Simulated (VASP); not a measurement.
Input:

```xyz
6
Lattice="4.4138 0.0000 0.0000 0.0000 4.4138 0.0000 0.0000 0.0000 2.9661" Properties=species:S:1:pos:R:3 pbc="T T T"
Mg     0.0000     0.0000     0.0000
Mg     2.2069     2.2069     1.4830
H      1.3416     1.3416     0.0000
H      3.5485     0.8653     1.4830
H      0.8653     3.5485     1.4830
H      3.0723     3.0723     0.0000
```

All values below come from LDA (Ceperley-Alder, Perdew-Zunger), VASP's LDA PAW potentials (set 64) (plane waves; VASP). Numerical set-up: 520 eV cut-off, Gaussian smearing of 0.050 eV, potentials Mg H.

Q: Give the energies of bands 1 to 7 at the high-symmetry points, in eV from the valence-band maximum.

A: 
```
band      Γ      X      M      Z      R      A
----  -----  -----  -----  -----  -----  -----
1     -6.93  -5.22  -4.04  -3.33  -2.50  -2.04
2     -1.59  -5.22  -4.04  -3.33  -2.50  -2.04
3     -1.59  -0.56  -3.05  -0.10  -1.26  -1.10
4     -0.47  -0.56  -3.05  -0.10  -1.26  -1.10
5      4.30   5.11   9.16   6.29   5.01   3.62
6      4.97   5.11   9.16   6.29   5.01   3.62
7      9.18  10.10   9.34   6.57   6.68   3.78
```

The gap is indirect, 3.42 eV, from the valence maximum at M-Γ at 0.67 to the conduction minimum at A-Z at 0.22.

The compound is MgH2 in the rutile structure. It was relaxed first, which changed the volume by -6 %.
